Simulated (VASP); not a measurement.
Method: PBEsol GGA, VASP's PBE PAW potentials (set 64) (plane waves; VASP 6.6.1).

The input files of a VASP run:

**KPOINTS**
```
K-points
0
gamma
 9 9 9
```

INCAR:
```
! general
SYSTEM  = InP
PREC    = Accurate
ENCUT   = 400
LREAL   = F
LASPH   = T

! electronic loop
EDIFF   = 1E-7
NELM    = 100
ALGO    = Normal
LMAXMIX = 4

! smearing
ISMEAR  = -5

! functional
GGA     = PS

! ions
ISIF    = 2

! output
LWAVE   = F
LCHARG  = T
LORBIT  = 11
NEDOS   = 601
```

File POSCAR:
```
InP
4.1560550
  0.0000000000   0.7071067846   0.7071067846
  0.7071067846   0.0000000000   0.7071067846
  0.7071067846   0.7071067846   0.0000000000
In P
1 1
Cartesian
  0.0000000000   0.0000000000   0.0000000000
  0.3535533923   0.3535533923   0.3535533923
```

POTCAR, in this order: In_d P (PBE.64 set). Program: vasp_std.

What VASP printed:

OSZICAR:
```
       N       E                     dE             d eps       ncg     rms          rms(c)
DAV:   1     0.104518051424E+03    0.10452E+03   -0.73190E+03   910   0.127E+03
DAV:   2    -0.211815877886E+01   -0.10664E+03   -0.10384E+03   935   0.303E+02
DAV:   3    -0.936481909121E+01   -0.72467E+01   -0.72026E+01  1200   0.862E+01
DAV:   4    -0.954890011627E+01   -0.18408E+00   -0.18396E+00  1089   0.153E+01
DAV:   5    -0.955732342381E+01   -0.84233E-02   -0.84229E-02  1325   0.280E+00    0.539E+00
DAV:   6    -0.919144721310E+01    0.36588E+00   -0.69119E-01  1344   0.163E+01    0.322E+00
DAV:   7    -0.915847234461E+01    0.32975E-01   -0.17038E-01  1245   0.407E+00    0.110E+00
DAV:   8    -0.915570004764E+01    0.27723E-02   -0.15486E-02  1188   0.178E+00    0.352E-01
DAV:   9    -0.915588504061E+01   -0.18499E-03   -0.17372E-03  1161   0.644E-01    0.173E-01
DAV:  10    -0.915590212943E+01   -0.17089E-04   -0.17298E-04  1173   0.113E-01    0.113E-01
DAV:  11    -0.915592301934E+01   -0.20890E-04   -0.27281E-05  1043   0.541E-02    0.190E-02
DAV:  12    -0.915592393184E+01   -0.91250E-06   -0.13281E-05  1168   0.772E-02    0.161E-02
DAV:  13    -0.915592393837E+01   -0.65274E-08   -0.96906E-07  1066   0.976E-03
   1 F= -.91559239E+01 E0= -.91559239E+01  d E =0.000000E+00
```

### OUTCAR
```
------------------------ aborting loop because EDIFF is reached ----------------------------------------
  FORCE on cell =-STRESS in cart. coord.  units (eV):
  Direction    XX          YY          ZZ          XY          YZ          ZX
  --------------------------------------------------------------------------------------
  Total        0.0011015      0.0011015      0.0011015      0.0000000      0.0000000      0.0000000
  in kB        0.0347670      0.0347670      0.0347670      0.0000000      0.0000000      0.0000000
  external PRESSURE =       0.0347670 kB  Pullay stress =       0.0000000 kB
  volume of cell :       50.76
      direct lattice vectors                 reciprocal lattice vectors
     0.000000000  2.938774688  2.938774688    -0.170138937  0.170138937  0.170138937
     2.938774688  0.000000000  2.938774688     0.170138937 -0.170138937  0.170138937
     2.938774688  2.938774688  0.000000000     0.170138937  0.170138937 -0.170138937
  FREE ENERGIE OF THE ION-ELECTRON SYSTEM (eV)
  ---------------------------------------------------
  free  energy   TOTEN  =        -9.1559239384 eV

  energy  without entropy=       -9.1559239384  energy(sigma->0) =       -9.15592394

 total charge

# of ion       s       p       d       tot
------------------------------------------
    1        0.829   0.766   9.899  11.495
    2        1.029   1.473   0.000   2.502
--------------------------------------------------
tot          1.859   2.239   9.899  13.997
```
(Selected blocks of OUTCAR.)

The compound is InP in the zinc blende structure. It was relaxed first.
